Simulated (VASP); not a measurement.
Output of a VASP run:

File OSZICAR:
```
       N       E                     dE             d eps       ncg     rms          rms(c)
DAV:   1     0.502657975273E+03    0.50266E+03   -0.28286E+04  1392   0.164E+03
DAV:   2    -0.211726801205E+02   -0.52383E+03   -0.51388E+03  1464   0.445E+02
DAV:   3    -0.543426288709E+02   -0.33170E+02   -0.32828E+02  1575   0.998E+01
DAV:   4    -0.551356764185E+02   -0.79305E+00   -0.79144E+00  1560   0.159E+01
DAV:   5    -0.551534291944E+02   -0.17753E-01   -0.17749E-01  1533   0.250E+00    0.405E+01
DAV:   6    -0.529100774708E+02    0.22434E+01   -0.12264E+01  1459   0.205E+01    0.175E+01
DAV:   7    -0.526618342671E+02    0.24824E+00   -0.37229E+00  1453   0.892E+00    0.646E+00
DAV:   8    -0.525274417376E+02    0.13439E+00   -0.64273E-01  1568   0.463E+00    0.191E+00
DAV:   9    -0.525282443447E+02   -0.80261E-03   -0.64140E-02  1688   0.125E+00    0.912E-01
DAV:  10    -0.525255097175E+02    0.27346E-02   -0.26543E-02  1545   0.102E+00    0.261E-01
DAV:  11    -0.525252946406E+02    0.21508E-03   -0.29681E-03  1504   0.323E-01    0.106E-01
DAV:  12    -0.525252642511E+02    0.30389E-04   -0.16020E-04  1540   0.835E-02    0.337E-02
DAV:  13    -0.525252658756E+02   -0.16246E-05   -0.58333E-05  1507   0.409E-02    0.118E-02
DAV:  14    -0.525252649261E+02    0.94958E-06   -0.47821E-06  1386   0.136E-02
   1 F= -.52525265E+02 E0= -.52525265E+02  d E =-.525253E+02
```

### OUTCAR
```
------------------------ aborting loop because EDIFF is reached ----------------------------------------
  FORCE on cell =-STRESS in cart. coord.  units (eV):
  Direction    XX          YY          ZZ          XY          YZ          ZX
  --------------------------------------------------------------------------------------
  Total        0.0367256      0.0367256     -0.0788350      0.0000000      0.0000000      0.0000000
  in kB        0.5700605      0.5700605     -1.2236877      0.0000000      0.0000000      0.0000000
  external PRESSURE =      -0.0278556 kB  Pullay stress =       0.0000000 kB
  volume of cell :      103.22
      direct lattice vectors                 reciprocal lattice vectors
     1.564200432 -2.709274600  0.000000000     0.319652130 -0.184551245  0.000000000
     1.564200432  2.709274600  0.000000000     0.319652130  0.184551245  0.000000000
     0.000000000  0.000000000 12.178210691     0.000000000  0.000000000  0.082113869
 POSITION                                       TOTAL-FORCE (eV/Angst)
 -----------------------------------------------------------------------------------
      1.56420      0.90309      3.04455         0.000000     -0.000000      0.000000
      1.56420     -0.90309      9.13366        -0.000000      0.000000      0.000000
      1.56420      0.90309     10.69742         0.000000     -0.000000      0.002804
      1.56420     -0.90309      4.60831        -0.000000      0.000000      0.002804
      1.56420     -0.90309      1.48079        -0.000000      0.000000     -0.002804
      1.56420      0.90309      7.56990         0.000000     -0.000000     -0.002804
 -----------------------------------------------------------------------------------
    total drift:                               -0.000151      0.001138     -0.000035
  FREE ENERGIE OF THE ION-ELECTRON SYSTEM (eV)
  ---------------------------------------------------
  free  energy   TOTEN  =       -52.5252649261 eV

  energy  without entropy=      -52.5252649261  energy(sigma->0) =      -52.52526493

 reached required accuracy - stopping structural energy minimisation
```
(Selected blocks of OUTCAR.)

File POSCAR:
```
WS2
1
    1.5642004319    -2.7092745999    -0.0000000000
    1.5642004319     2.7092745999    -0.0000000000
   -0.0000000000    -0.0000000000    12.1782106907
W S
2 4
Direct
  0.3333330000   0.6666670000   0.2500000000
  0.6666670000   0.3333330000   0.7500000000
  0.3333330000   0.6666670000   0.8784065427
  0.6666670000   0.3333330000   0.3784065427
  0.6666670000   0.3333330000   0.1215934573
  0.3333330000   0.6666670000   0.6215934573
```

**Question.** Reconstruct the remaining input files.

**Answer.** Several could match; the one computed here: the input of the run itself, LDA (Ceperley-Alder, Perdew-Zunger), plane waves, VASP's LDA PAW potentials (set 64).

**INCAR**
```
NSW = 40   ! most ionic steps
LCHARG = .False.
LREAL = .False.
EDIFFG = -0.02   ! ionic stop
ENCUT = 500   ! plane-wave cut-off (eV)
LMAXMIX = 6   ! l cut-off of mixed one-centre charges
PREC = Accurate
SIGMA = 0.05   ! width (eV)
ISMEAR = 0
LASPH = .True.
SYSTEM = WS2
EDIFF = 1E-6
IBRION = 2   ! conjugate gradients
LWAVE = .False.
ISIF = 3   ! ions, shape and volume
ALGO = Normal   ! blocked Davidson
NELM = 100
```

KPOINTS:
```
Automatic mesh
0
Gamma
8 8 2
0 0 0
```

POTCAR, in this order: W_sv S (LDA.64 set). Program: vasp_std.

The compound is WS2 in the 2H layered structure. It was relaxed first.
